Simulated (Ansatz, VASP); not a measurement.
**Cross-check of TaTeP between VASP and Ansatz**

Wanted: the spread between two codes on one cell, functional and k mesh. The structure shown is the start of the Ansatz relaxation below; VASP solves that cell, so the two are compared at the walk's first step.

Main program and level: Ansatz 0.2.0; plane waves, with VASP 6.6.1 beside it; single point at PBE.

## (1) The starting structure

The cell holds 6 atoms: 2 Ta, 2 Te and 2 P. Its edges and angles: a = 3.879 Å, b = 3.879 Å, c = 36.220 Å, α = 90.0°, β = 90.0°, γ = 90.0°. Vacuum lies along c. The height across the vacuum is the one that the program set for its solve, not the one typed.

## (2) Ansatz: relaxation, PBE

Ansatz runs on its default PAW (the set named soft_2) files.

The two programs are compared at the cell with which this relaxation starts, whose forces are those of its first step.

Contents of input.yaml:

```yaml
crystal:
  lattice:
    - [3.87880403, 0.0, 0.0]
    - [0.0, 3.87880403, 0.0]
    - [0.0, 0.0, 21.72112395]
  atoms:
    - { symbol: Ta, position: [0.0, 0.0, 0.44567957] }
    - { symbol: Ta, position: [0.5, 0.5, 0.55432043] }
    - { symbol: Te, position: [0.5, 0.5, 0.35704672] }
    - { symbol: Te, position: [0.0, 0.0, 0.64295328] }
    - { symbol: P, position: [0.5, 0.0, 0.5] }
    - { symbol: P, position: [0.0, 0.5, 0.5] }
  periodic: [true, true, false]
kpoints:
  mp_grid: { grid: [7, 7, 1] }
scf:
  occupations: { method: fermi_dirac, width: 0.05 }
hamiltonian:
  xc: pbe
  pseudopotentials: { kind: paw }
output:
  forces: true
  stress: true
relax:
  f_tol: 0.02
  max_steps: 50
  cell: {}
```

Command:

```bash
$ ansatz run input.yaml --threads 4 --pin off --max-ram 8192MiB --backend cpu --events-out ev --progress --plain --runs-dir out
```

Numbers of over 12 decimals in the logs are rounded to 6 here.

Output:

```text
Warning: crystal.periodic: the lattice vector that does not repeat stood 0.000° off the slab's normal, 21.721 Å along it as the deck builds it. The run solves the slab on a vector along the normal, 36.220 Å long, with every atom where it was (on the deck's vector they left 15.51 Å outside them, and the widest stretch free of ions among them is 1.93 Å). A fractional position that the run reports is one of the run's ce [...]
crystal.periodic: the lattice vector that does not repeat stood 0.000° off the slab's normal, 21.721 Å along it as the deck builds it. The run solves the slab on a vector along the normal, 36.220 Å long, with every atom where it was (on the deck's vector they left 15.51 Å outside them, and the widest stretch free of ions among them is 1.93 Å). A fractional position that the run reports is one of the run's cell, which [...]
Engine: ansatz 0.2.0, aarch64-unknown-linux-gnu
Pseudopotentials: kind: paw
Pseudopotential: Ta, paw, valence charge 13, recommended cutoff 420 eV (normal), Ta.paw.azcp
Pseudopotential: Te, paw, valence charge 16, recommended cutoff 420 eV (normal), Te.paw.azcp
Pseudopotential: P, paw, valence charge 5, recommended cutoff 420 eV (normal), P.paw.azcp
Functional definition: PBE
  parameter kappa = 0.804
  parameter beta = 0.066725
  exchange = pbe_x(kappa = kappa, mu = beta*pi^2/3)
  correlation = pbe_c(beta = beta)
Crystal: 6 atoms, lattice volume = 544.941 Å³
Basis set: ecut = 420 eV, 10729 PW (Γ), exchange–correlation on 54×54×486 points (8 copies of the dense FFT grid, shifted against one another)
Bands: 41, of which v1, the nominal top of the filled ones, is band 34 counted from 1 (33 counted from 0)
Symmetry: 16 space group operations
Space group: P4/nmm (ITA 129), of the structure as read, at distance tolerance 8.2e-5 Å
k-points: 10 of 49
Non-local potential: Ta, projectors of the file, l = 0: 3, l = 1: 2, l = 2: 2, l = 3: 1
Non-local potential: Te, projectors of the file, l = 0: 2, l = 1: 2, l = 2: 2, l = 3: 2
Non-local potential: P, projectors of the file, l = 0: 2, l = 1: 2, l = 2: 2
PAW form: soft (Blöchl's): semilocal exchange-correlation on the pseudo side does not see the compensation charge
PAW one-centre angular grid: Ta, 590 points (default); XC on 64 Gauss nodes
PAW one-centre angular grid: Te, 590 points (default); XC on 64 Gauss nodes
PAW one-centre angular grid: P, 110 points (default); XC on 64 Gauss nodes
Initial density: superposition of atomic densities (neutral atoms: chi_scale 0, normalization atom), corrected by the library's trained network
[...]
Crystal: 6 atoms, lattice volume = 465.423 Å³
Basis set: ecut = 420 eV, 9029 PW (Γ), exchange–correlation on 54×54×486 points (8 copies of the dense FFT grid, shifted against one another)
iter 1 solved again at ethr=3.71e-5 eV; its pass at ethr=3.10e-3 eV (dr2=2.52e-2 eV) is discarded
SCF iter   1: F=—  HF=-35337.960921 eV  |F-HF|=—  |Δ(HF+E_count)|=         —  Δρ=1.11e-3  dr2=2.53e-2  ethr=3.71e-5  ⟨swp⟩=2.3  Hψ=2657  notcnv=0
preconditioner: auto → LDOS  [insulator: Δε(μ)=0.156 eV  Ē_g=7.500 eV  σ=0.050 eV  W_gap=0.64  n_scr=66 (ndim 8)  ℏωp=9.7 eV  f_vac=0.710  D(μ)=2.41/eV (n_scr^D=10)  ε∞_Penn≈2.7  β→1.0]
SCF iter   2: F=—  HF=-35337.959556 eV  |F-HF|=—  |Δ(HF+E_count)|=   1.36e-3  Δρ=6.35e-4  dr2=1.42e-2  ethr=3.71e-5  ⟨swp⟩=3.0  Hψ=674  notcnv=0
SCF iter   3: F=—  HF=-35337.958259 eV  |F-HF|=—  |Δ(HF+E_count)|=   1.30e-3  Δρ=1.24e-4  dr2=4.83e-4  ethr=2.09e-5  ⟨swp⟩=2.7  Hψ=611  notcnv=0
SCF iter   4: F=—  HF=-35337.958041 eV  |F-HF|=—  |Δ(HF+E_count)|=   2.19e-4  Δρ=3.08e-5  dr2=5.96e-6  ethr=7.11e-7  ⟨swp⟩=3.5  Hψ=868  notcnv=0
SCF iter   5: F=—  HF=-35337.958044 eV  |F-HF|=—  |Δ(HF+E_count)|=   2.84e-6  Δρ=1.00e-5  dr2=7.46e-7  ethr=8.82e-10  ⟨swp⟩=8.8  Hψ=2341  notcnv=0
SCF iter   6: F=-35337.958044 eV  HF=-35337.958044 eV  |F-HF|=7.56e-8  |Δ(HF+E_count)|=   4.54e-7  Δρ=3.25e-6  dr2=1.50e-7  ethr=8.82e-10  ⟨swp⟩=6.2  Hψ=1608  notcnv=0
SCF 7 converged in 6 iterations: F = -35337.958044 eV  dr2 = 1.50e-7
relax step   7: F+E_penalty+E_count = -35337.95804404 eV  Δ(F+E_penalty+E_count) = -1.595e-2 eV  max|allowed force component| = 8.376e-2 eV/Å  Δτ_max = 0.0326 Å  P = +0.184 N/m  Ω = 465.423 Å³  energy of the carried Pulay correction = +5.010e-3 eV  fix = [c, alpha, beta]  reactions: c +0.000 N/m  (6 SCF iters, dr2 threshold 6.00e-7 eV, accepted)
[...]
relax step   8: F+E_penalty+E_count = -35337.95888225 eV  Δ(F+E_penalty+E_count) = -8.382e-4 eV  max|allowed force component| = 2.805e-2 eV/Å  Δτ_max = 0.0101 Å  P = -0.046 N/m  Ω = 465.758 Å³  energy of the carried Pulay correction = +4.987e-3 eV  fix = [c, alpha, beta]  reactions: c +0.000 N/m  (4 SCF iters, dr2 threshold 4.38e-7 eV, accepted)
[...]
relax step   9: F+E_penalty+E_count = -35337.95894961 eV  Δ(F+E_penalty+E_count) = -6.735e-5 eV  max|allowed force component| = 2.733e-4 eV/Å  Δτ_max = 0.0014 Å  P = -0.001 N/m  Ω = 465.503 Å³  energy of the carried Pulay correction = +5.004e-3 eV  fix = [c, alpha, beta]  reactions: c +0.000 N/m  (4 SCF iters, dr2 threshold 4.92e-8 eV, accepted)
[...]
relax step  10: F+E_penalty+E_count = -35337.95655339 eV  Δ(F+E_penalty+E_count) = +2.396e-3 eV  max|allowed force component| = 3.770e-4 eV/Å  Δτ_max = 0.0000 Å  P = -0.028 N/m  Ω = 465.503 Å³  fix = [c, alpha, beta]  reactions: c +0.000 N/m  stress off target by 2.81e-2 N/m on what of the cell is left free  SCF on the basis re-selected at this cell (its energy is not comparable with the rows above)  (6 SCF iters)
basis re-selected at this cell: Δ(F+E_penalty+E_count) = +2.396e-3 eV, ΔP = -0.027 N/m vs the last step (what re-selecting the basis moved, of the pressure what is left beyond the Pulay correction that the steps carried, after the strain that the cell walked since its last selection, with what the two solves' SCF thresholds leave and, on support functions, any second-order correction that the steps lacked; it is no measure of the basis error at this ecutwfc). The dense FFT grid was sized anew with the basis: this SCF ran on 24×24×243 points, the steps before it on 27×27×243, so part of this shift can come from that change (see relax.cell in the input reference). [rest of the remark cut]
SCF converged after 6 iterations
Free energy (F): -35337.956553 eV
Harris-Foulkes:  -35337.956553 eV  (|F-HF|=2.91e-10)
Internal energy: -35337.933345 eV  (E = F + TS)
E sigma→0 (E₀):  -35337.944949 eV
Entropy (-TS):   -0.023208 eV (-3.868 meV/atom)
Fermi energy:    -4.068785 eV
--- Per-component energies (eV) ---
  E_band       = -1906.623925
  E_kinetic    = 1242.901382
  E_local      = -202271.249974  (includes V_loc(G=0)·N_el)
  E_nonlocal   = -524.409508
  E_hartree    = 100696.026229
  E_xc         = -812.170496
  E_vxc        = -743.000419  (∫ρ·V_xc dr)
  E_paw        = -27257.691789  (= ΣΔE_a)
  E_vpaw       = -1002.917343  (= ΣTr[D̂ρ^β])
  E_aug_tail   = -0.000082  (compensation charges beyond the density's cutoff)
  E_ewald      = 93588.660893
  E_smearing   = -0.023208  (= −TS)
  E_closure    = -0.000000  (closes the sum)
  Σ components = -35337.956553   (vs F -35337.956553, Δ=0.00e0)
--- Forces (eV/Å), atoms counted from 1 ---
  atom   1  Ta    -0.00000000     0.00000000    -0.00037700
  atom   2  Ta     0.00000000    -0.00000000     0.00037700
  atom   3  Te    -0.00000000     0.00000000    -0.00022230
  atom   4  Te     0.00000000    -0.00000000     0.00022230
  atom   5  P      0.00000000    -0.00000000    -0.00000000
  atom   6  P     -0.00000000     0.00000000     0.00000000
  max |Σ_I F_I| component: 1.05e-17 eV/Å
--- 2D stress c σ (N/m, compression-positive) ---
       -0.028124      -0.000000       0.000000
       -0.000000      -0.028124       0.000000
        0.000000       0.000000       0.000000
  P = ½ c Tr σ = -0.0281 N/m
--- Relaxed structure (9 steps of the walk, 9 accepted, 1 SCFs on fresh bases) ---
  F+E_penalty+E_count = -35337.95655339 eV   max|allowed force component| = 3.770e-4 eV/Å   (the final SCF, on the basis selected at the relaxed cell)
  cell:  # Å, volume = 465.5033 Å³
    - [3.584962, 0, 0.0]
    - [0, 3.584962, 0.0]
    - [0.0, 0.0, 36.220424]
  atoms:
    - { symbol: Ta, position: [0, 0, 0.250440] }
    - { symbol: Ta, position: [0.500000, 0.500000, 0.349253] }
    - { symbol: Te, position: [0.500000, 0.500000, 0.208750] }
    - { symbol: Te, position: [0, 0, 0.390942] }
    - { symbol: P, position: [0.500000, 0, 0.299846] }
    - { symbol: P, position: [0, 0.500000, 0.299846] }
```

## (3) VASP: single point, PBE, start cell

The same cell, functional, mesh and smearing now go to VASP, with its own data sets.

Lines of VASP's logs that name or quote its potential files are left out, and so is its time.

Contents of INCAR:

```
SYSTEM = TaTeP
PREC = Accurate
ENCUT = 400
EDIFF = 1E-06
NELM = 120
ISMEAR = -1
SIGMA = 0.05
LREAL = .FALSE.
ALGO = Normal
GGA = PE
NBANDS = 28
LASPH = .TRUE.
LORBIT = 11
LWAVE = .FALSE.
LCHARG = .FALSE.
ISIF = 2
LDIPOL = .TRUE.
IDIPOL = 3
DIPOL = 0.5 0.5 0.3
LVHAR = .TRUE.
GGA_COMPAT = .FALSE.
NELMDL = -8
KPAR = 2
```

Contents of POSCAR:

```
TaTeP
1.0
    3.8788040000      0.0000000000      0.0000000000
    0.0000000000      3.8788040000      0.0000000000
    0.0000000000      0.0000000000     36.2204240000
Ta Te P
2 2 2
Direct
    0.0000000000      0.0000000000      0.2672707807
    0.5000000000      0.5000000000      0.3324219231
    0.5000000000      0.5000000000      0.2141183107
    0.0000000000      0.0000000000      0.3855743931
    0.5000000000      0.0000000000      0.2998463519
    0.0000000000      0.5000000000      0.2998463519
```

Contents of KPOINTS:

```
Automatic mesh
0
Gamma
7 7 1
0 0 0
```

The projector-augmented-wave data sets are Ta_pv, Te and P (PBE family, release 64).

Command:

```bash
$ mpirun -np 2 vasp_std
```

Output:

```text
[banner, memory and clock lines left out]
running    2 mpi-ranks, on    1 nodes
 distrk:  each k-point on    1 cores,    2 groups
 distr:  one band on    1 cores,    1 groups

 POSCAR found type information on POSCAR TaTeP
 POSCAR found :  3 types and       6 ions
 LDA part: xc-table for (Slater+PW92), standard interpolation
 POSCAR, INCAR and KPOINTS ok, starting setup
 FFT: planning ... GRIDC
 FFT: planning ... GRID_SOFT
 FFT: planning ... GRID
 WAVECAR not read
 entering main loop
       N       E                     dE             d eps       ncg     rms          rms(c)
DAV:   1     0.270851412955E+03    0.27085E+03   -0.16994E+04   720   0.945E+02
DAV:   2    -0.989984418788E+01   -0.28075E+03   -0.27523E+03   764   0.211E+02
DAV:   3    -0.398363638221E+02   -0.29937E+02   -0.29282E+02   704   0.664E+01
DAV:   4    -0.409295952594E+02   -0.10932E+01   -0.10648E+01   796   0.137E+01
DAV:   5    -0.409684779419E+02   -0.38883E-01   -0.38807E-01   844   0.230E+00
DAV:   6    -0.409690015210E+02   -0.52358E-03   -0.52328E-03   808   0.274E-01
DAV:   7    -0.409690233348E+02   -0.21814E-04   -0.21811E-04   852   0.455E-02
DAV:   8    -0.409690236703E+02   -0.33545E-06   -0.33526E-06   696   0.592E-03    0.301E+01
DAV:   9    -0.375659226432E+02    0.34031E+01   -0.17234E+01   632   0.189E+01    0.129E+01
DAV:  10    -0.377197952735E+02   -0.15387E+00   -0.28496E+00   716   0.711E+00    0.562E+00
DAV:  11    -0.375581683952E+02    0.16163E+00   -0.14310E+00   688   0.468E+00    0.246E+00
DAV:  12    -0.375318910092E+02    0.26277E-01   -0.42954E-01   700   0.247E+00    0.113E+00
DAV:  13    -0.375175210316E+02    0.14370E-01   -0.46831E-02   676   0.971E-01    0.350E-01
DAV:  14    -0.375166371711E+02    0.88386E-03   -0.73475E-03   772   0.322E-01    0.270E-01
[...]
DAV:  20    -0.375167623684E+02   -0.65310E-04   -0.51262E-06   520   0.662E-03    0.140E-02
DAV:  21    -0.375167879864E+02   -0.25618E-04   -0.11875E-06   504   0.344E-03    0.794E-03
DAV:  22    -0.375168309544E+02   -0.42968E-04   -0.36613E-06   500   0.526E-03    0.358E-03
DAV:  23    -0.375168384290E+02   -0.74746E-05   -0.26458E-07   432   0.189E-03    0.305E-03
DAV:  24    -0.375168470817E+02   -0.86527E-05   -0.20633E-07   404   0.145E-03    0.330E-03
DAV:  25    -0.375168510821E+02   -0.40005E-05   -0.81808E-08   372   0.121E-03    0.128E-03
DAV:  26    -0.375168536614E+02   -0.25793E-05   -0.12768E-07   368   0.146E-03    0.444E-04
DAV:  27    -0.375168545370E+02   -0.87555E-06   -0.29839E-08   364   0.793E-04
   1 F= -.37516855E+02 E0= -.37504495E+02  d E =-.247184E-01
```

Parts of OUTCAR (step 3):

```text
ion  position               nearest neighbor table
   1  0.000  0.000  0.267-   5 2.27   6 2.27   6 2.27   5 2.27   3 3.35   3 3.35   3 3.35   3 3.35

  LATTYP: Found a simple tetragonal cell.
 ALAT       =     3.8788040000
 C/A-ratio  =     9.3380392513

 Subroutine GETGRP returns: Found 16 space group operations
 (whereof  8 operations were pure point group operations)

The static configuration has the point symmetry C_4v.
 The point group associated with its full space group is D_4h.

 Found     10 irreducible k-points:

   k-points           NKPTS =     10   k-points in BZ     NKDIM =     10   number of bands    NBANDS=     28

   dimension x,y,z NGX =    28 NGY =   28 NGZ =  240
   dimension x,y,z NGXF=    56 NGYF=   56 NGZF=  480

   ENCUT  =  400.0 eV  29.40 Ry    5.42 a.u.   6.33  6.33 59.07*2*pi/ulx,y,z

   NELECT =      44.0000    total number of electrons

 k-points in reciprocal lattice and weights: Automatic mesh
   0.00000000  0.00000000  0.00000000       0.020
   0.14285714  0.00000000  0.00000000       0.082
   0.28571429  0.00000000  0.00000000       0.082
   0.42857143  0.00000000  0.00000000       0.082
   0.14285714  0.14285714  0.00000000       0.082
   0.28571429  0.14285714  0.00000000       0.163
   0.42857143  0.14285714  0.00000000       0.163
   0.28571429  0.28571429  0.00000000       0.082
   0.42857143  0.28571429  0.00000000       0.163
   0.42857143  0.42857143  0.00000000       0.082

 dipolmoment           0.000000      0.000000      0.000001 electrons x Angstroem

 average (electrostatic) potential at core
       1 -45.1083       2 -45.1083       3 -96.4079       4 -96.4079       5 -90.7149
       6 -90.7149

 E-fermi :  -2.2091

 k-point     1 :       0.0000    0.0000    0.0000
  band No.  band energies     occupation
    ...
     17      -3.8052      2.00000
     18      -3.3779      2.00000
     19      -3.3228      2.00000
     20      -2.5962      1.99913
     21      -2.5962      1.99913
     22      -2.0863      0.15822
     23      -1.9708      0.01690
     24      -1.6407      0.00002
     25      -1.6407      0.00002
     26      -0.8871      0.00000
    ...

 k-point     2 :       0.1429    0.0000    0.0000
  band No.  band energies     occupation
    ...
     18      -3.7094      2.00000
     19      -3.2306      2.00000
     20      -2.7979      1.99998
     21      -2.6889      1.99986
     22      -2.4757      1.99039
     23      -1.8378      0.00119
     24      -1.7021      0.00008
     25      -1.2945      0.00000
     26      -0.6834      0.00000
     27       1.2780      0.00000
    ...

 k-point     3 :       0.2857    0.0000    0.0000
  band No.  band energies     occupation
    ...
     17      -4.5657      2.00000
     18      -4.5103      2.00000
     19      -3.1822      2.00000
     20      -3.0514      2.00000
     21      -2.7865      1.99998
     22      -1.9758      0.01865
     23      -1.9634      0.01459
     24      -1.6231      0.00002
     25      -1.3375      0.00000
     26      -0.3182      0.00000
    ...

  Total       16.5480377     16.5480377     14.0881184      0.0000000      0.0000000      0.0000000
  in kB       48.6528051     48.6528051     41.4204083      0.0000000      0.0000000      0.0000000
  external PRESSURE =      46.2420062 kB  Pullay stress =       0.0000000 kB

  energy-cutoff  :      400.00
  volume of cell :      544.94
      direct lattice vectors                 reciprocal lattice vectors
     3.878804000  0.000000000  0.000000000     0.257811428  0.000000000  0.000000000
     0.000000000  3.878804000  0.000000000     0.000000000  0.257811428  0.000000000
     0.000000000  0.000000000 36.220424000     0.000000000  0.000000000  0.027608733

 POSITION                                       TOTAL-FORCE (eV/Angst)
 -----------------------------------------------------------------------------------
      0.00000      0.00000      9.68066         0.000000     -0.000000     -8.992073
      1.93940      1.93940     12.04046         0.000000      0.000000      8.992073
      1.93940      1.93940      7.75546         0.000000      0.000000      1.142339
      0.00000      0.00000     13.96567         0.000000     -0.000000     -1.142339
      1.93940      0.00000     10.86056         0.000000      0.000000      0.000000
      0.00000      1.93940     10.86056        -0.000000      0.000000      0.000000
 -----------------------------------------------------------------------------------
    total drift:                               -0.000000      0.000000      0.000013

  FREE ENERGIE OF THE ION-ELECTRON SYSTEM (eV)
  ---------------------------------------------------
  free  energy   TOTEN  =       -37.5168545370 eV

  energy  without entropy=      -37.4921361742  energy(sigma->0) =      -37.50449536

 vacuum level on the upper side and lower side of the slab         2.814         2.814

 total charge
# of ion       s       p       d       tot
------------------------------------------
    1        0.358   6.175   2.656   9.188
    2        0.358   6.175   2.656   9.188
    3        1.400   1.860   0.016   3.276
    4        1.400   1.860   0.016   3.276
    5        1.057   1.708   0.000   2.765
    6        1.057   1.708   0.000   2.765
--------------------------------------------------
tot          5.629  19.486   5.344  30.459

[... 3 further parts left out ...]
```

## (4) Differences

Known differences besides the potentials themselves: Ansatz cuts the interaction across the vacuum, VASP repeats the sheet with a dipole correction; the data sets hold 68 valence electrons in Ansatz (on its default PAW (the set named soft_2) files) and 44 in VASP; the cutoff is 420 eV in Ansatz and 400 eV in VASP. Total energies have different zeros and are not compared.

Forces (eV/Å; atoms numbered as in POSCAR):

| atom | Ansatz x, y, z | VASP x, y, z |
| --- | --- | --- |
| Ta1 | 0.000, 0.000, -8.963 | 0.000, 0.000, -8.992 |
| Ta2 | 0.000, 0.000, 8.963 | 0.000, 0.000, 8.992 |
| Te3 | 0.000, 0.000, 1.149 | 0.000, 0.000, 1.142 |
| Te4 | 0.000, 0.000, -1.149 | 0.000, 0.000, -1.142 |
| P5 | 0.000, 0.000, 0.000 | 0.000, 0.000, 0.000 |
| P6 | 0.000, 0.000, 0.000 | 0.000, 0.000, 0.000 |

The forces differ by 10 meV/Å r.m.s., which is 0.3 % of the r.m.s. force of 3.021 eV/Å (both taken over all components). With vacuum in the cell, a pressure given here is an average over mostly empty space and none of the material.

## (5) What came out

- r.m.s. force difference (single point, PBE, start cell): 0.33 % of the r.m.s. force

In words: The r.m.s. force difference is 0.33 % of the r.m.s. force (single point, PBE, start cell), within the 3 % picked in this series as the mark of a large difference. The data sets hold unlike numbers of valence electrons (68 in Ansatz and 44 in VASP), so part of the differences comes from the potentials. 1 further run of this series is not shown here. How closely two codes agree says nothing of how well the functional describes the real material.

[Lines on the potential files, build, host, timing and source positions are cut from VASP's logs without a mark.]

[Logs are printed without paths, hosts, clocks, repeated set-up lines and the standing remarks that a program may print on its own settings, such as how far it seeks lower states.]

[Hosts, paths, dates, database ids (printed as entryN), source tags and the programs' standing remarks are cut or masked in the printed files.]
